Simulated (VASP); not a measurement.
These are PBEsol GGA, VASP's PBE PAW potentials (set 64) (plane waves; VASP) values and carry that method's errors.

VASP input:

**INCAR**
```
SYSTEM = CdTe
PREC = Accurate; ENCUT = 500; LREAL = .False.
LASPH = .True.
EDIFF = 1E-6; NELM = 100; ALGO = Normal
LMAXMIX = 4
ISMEAR = 0; SIGMA = 0.05
GGA = PS
IBRION = 2; NSW = 40; ISIF = 3
EDIFFG = -0.02
LWAVE = .False.; LCHARG = .False.
```

### POSCAR
```
CdTe
1.0
  0.0000000000   3.2421477848   3.2421477848
  3.2421477848   0.0000000000   3.2421477848
  3.2421477848   3.2421477848   0.0000000000
Cd Te
1 1
Cartesian
  6.4842955696   6.4842955696   6.4842955696
  1.6210738924   1.6210738924   1.6210738924
```

### KPOINTS
```
Automatic mesh
0
Gamma
7 7 7
0 0 0
```

POTCAR, in this order: Cd Te (PBE.64 set). Program: vasp_std.

The run wrote:

OUTCAR:
```
 ion  position               nearest neighbor table
   1  0.000  0.000  0.000-   2 2.81   2 2.81   2 2.81   2 2.81
   2  0.250  0.250  0.250-   1 2.81   1 2.81   1 2.81   1 2.81
  LATTYP: Found a face centered cubic cell.
 ALAT       =     6.4842955696
 Subroutine PRICEL returns:
 Original cell was already a primitive cell.
 Subroutine GETGRP returns: Found 24 space group operations
The static configuration has the point symmetry T_d .
The dynamic configuration has the point symmetry T_d .
 Subroutine INISYM returns: Found 24 space group operations
 Subroutine IBZKPT returns following result:
 Found     20 irreducible k-points:

 Following reciprocal coordinates:
            Coordinates               Weight
  0.000000  0.000000  0.000000      1.000000
  0.142857  0.000000  0.000000      8.000000
  0.285714  0.000000  0.000000      8.000000
  0.428571  0.000000  0.000000      8.000000
  0.142857  0.142857  0.000000      6.000000
  0.285714  0.142857  0.000000     24.000000
  0.428571  0.142857  0.000000     24.000000
 -0.428571  0.142857  0.000000     24.000000
 -0.285714  0.142857  0.000000     24.000000
 -0.142857  0.142857  0.000000     12.000000
  0.285714  0.285714  0.000000      6.000000
  0.428571  0.285714  0.000000     24.000000
 -0.428571  0.285714  0.000000     24.000000
 -0.285714  0.285714  0.000000     12.000000
  0.428571  0.428571  0.000000      6.000000
 -0.428571  0.428571  0.000000     12.000000
  0.428571  0.285714  0.142857     24.000000
 -0.428571  0.285714  0.142857     48.000000
 -0.428571  0.428571  0.142857     24.000000
 -0.285714  0.428571  0.142857     24.000000
   k-points           NKPTS =     20   k-points in BZ     NKDIM =     20   number of bands    NBANDS=     13
   number of dos      NEDOS =    301   number of ions     NIONS =      2
   total plane-waves  NPLWV =  46656
   dimension x,y,z NGX =    36 NGY =   36 NGZ =   36
...
```

**OSZICAR**
```
       N       E                     dE             d eps       ncg     rms          rms(c)
DAV:   1     0.101381903791E+03    0.10138E+03   -0.81963E+03   528   0.117E+03
DAV:   2    -0.163554851013E+01   -0.10302E+03   -0.99007E+02   580   0.274E+02
DAV:   3    -0.570267306964E+01   -0.40671E+01   -0.40517E+01   635   0.577E+01
DAV:   4    -0.574316528041E+01   -0.40492E-01   -0.40486E-01   709   0.496E+00
DAV:   5    -0.574337712290E+01   -0.21184E-03   -0.21184E-03   620   0.300E-01    0.565E+00
DAV:   6    -0.550630821283E+01    0.23707E+00   -0.53821E-01   575   0.102E+01    0.465E+00
DAV:   7    -0.548860708709E+01    0.17701E-01   -0.11302E-01   585   0.256E+00    0.187E+00
DAV:   8    -0.548764066499E+01    0.96642E-03   -0.10086E-02   540   0.140E+00    0.534E-01
DAV:   9    -0.548761242085E+01    0.28244E-04   -0.78846E-04   605   0.336E-01    0.124E-01
DAV:  10    -0.548764271182E+01   -0.30291E-04   -0.11623E-04   560   0.113E-01    0.551E-02
DAV:  11    -0.548766672519E+01   -0.24013E-04   -0.48457E-05   543   0.472E-02    0.354E-02
DAV:  12    -0.548766480783E+01    0.19174E-05   -0.45445E-06   615   0.167E-02    0.182E-02
DAV:  13    -0.548766472199E+01    0.85837E-07   -0.39550E-07   295   0.431E-03
   1 F= -.54876647E+01 E0= -.54876647E+01  d E =-.548766E+01
       N       E                     dE             d eps       ncg     rms          rms(c)
DAV:   1    -0.549915871235E+01   -0.11494E-01   -0.23098E-01   575   0.636E+00    0.794E-01
DAV:   2    -0.548919717436E+01    0.99615E-02   -0.26902E-02   555   0.262E+00    0.264E-01
DAV:   3    -0.548815294596E+01    0.10442E-02   -0.25799E-03   560   0.558E-01    0.221E-01
DAV:   4    -0.548798689357E+01    0.16605E-03   -0.27782E-04   550   0.138E-01    0.413E-02
DAV:   5    -0.548797632883E+01    0.10565E-04   -0.31493E-05   565   0.748E-02    0.290E-02
DAV:   6    -0.548797572594E+01    0.60288E-06   -0.75572E-06   550   0.287E-02
   2 F= -.54879757E+01 E0= -.54879757E+01  d E =-.311004E-03
```

OUTCAR:
```
------------------------ aborting loop because EDIFF is reached ----------------------------------------
  FORCE on cell =-STRESS in cart. coord.  units (eV):
  Direction    XX          YY          ZZ          XY          YZ          ZX
  --------------------------------------------------------------------------------------
  Total       -0.0148773     -0.0148773     -0.0148773     -0.0000000     -0.0000000      0.0000000
  in kB       -0.3468740     -0.3468740     -0.3468740     -0.0000000     -0.0000000      0.0000000
  external PRESSURE =      -0.3468740 kB  Pullay stress =       0.0000000 kB
  volume of cell :       68.72
      direct lattice vectors                 reciprocal lattice vectors
    -0.000000000  3.250956384  3.250956384    -0.153800895  0.153800895  0.153800895
     3.250956384 -0.000000000  3.250956384     0.153800895 -0.153800895  0.153800895
     3.250956384  3.250956384 -0.000000000     0.153800895  0.153800895 -0.153800895
  FREE ENERGIE OF THE ION-ELECTRON SYSTEM (eV)
  ---------------------------------------------------
  free  energy   TOTEN  =        -5.4879757259 eV

  energy  without entropy=       -5.4879757259  energy(sigma->0) =       -5.48797573

 reached required accuracy - stopping structural energy minimisation
```
(Selected blocks of OUTCAR.)

### CONTCAR
```
CdTe
   1.00000000000000
    -0.0000000000000000    3.2509563843041791    3.2509563843041791
     3.2509563843041791   -0.0000000000000000    3.2509563843041791
     3.2509563843041791    3.2509563843041791   -0.0000000000000000
  Cd              Te
     1     1
Direct
     1.0000000000000000    1.0000000000000000    1.0000000000000000
     0.2500000000000000    0.2500000000000000    0.2500000000000000
```

OUTCAR:
```
 val. band max:        2.1245239514   @ k =   0.0000   0.0000   0.0000

 cond. band min:       2.7575425295   @ k =   0.0000   0.0000   0.0000


 Fermi energy:         2.3561519625

 k-point     1 :       0.0000    0.0000    0.0000
  band No.  band energies     occupation
      1      -9.0324      2.00000
      2      -6.1003      2.00000
      3      -6.1003      2.00000
      4      -6.1003      2.00000
      5      -5.8425      2.00000
      6      -5.8425      2.00000
      7       2.1245      2.00000
      8       2.1245      2.00000
      9       2.1245      2.00000
     10       2.7575      0.00000
     11       6.6766      0.00000
     12       6.6766      0.00000
     13       6.6766      0.00000

 k-point     2 :       0.1429    0.0000    0.0000
  band No.  band energies     occupation
      1      -8.9577      2.00000
      2      -6.0863      2.00000
      3      -6.0863      2.00000
      4      -6.0418      2.00000
      5      -5.8436      2.00000
      6      -5.8436      2.00000
      7       0.6532      2.00000
      8       1.9510      2.00000
      9       1.9510      2.00000
     10       3.7750      0.00000
     11       6.6766      0.00000
     12       6.9404      0.00000
     13       6.9404      0.00000

 k-point     3 :       0.2857    0.0000    0.0000
  band No.  band energies     occupation
      1      -8.7887      2.00000
      2      -6.0581      2.00000
      3      -6.0581      2.00000
      4      -5.8434      2.00000
      5      -5.8419      2.00000
      6      -5.8419      2.00000
      7      -1.0007      2.00000
      8       1.6168      2.00000
      9       1.6168      2.00000
     10       4.0016      0.00000
     11       7.2707      0.00000
     12       7.2707      0.00000
     13       7.7479      0.00000

 k-point     4 :       0.4286    0.0000    0.0000
  band No.  band energies     occupation
      1      -8.6546      2.00000
      2      -6.0401      2.00000
      3      -6.0401      2.00000
...
```

Unless said otherwise, spin-orbit coupling is left out, though it shifts the bands of the heavy elements here.

The compound is CdTe in the zinc blende structure. This run relaxes it. Symmetry was kept, so distortions that lower it aren't found.
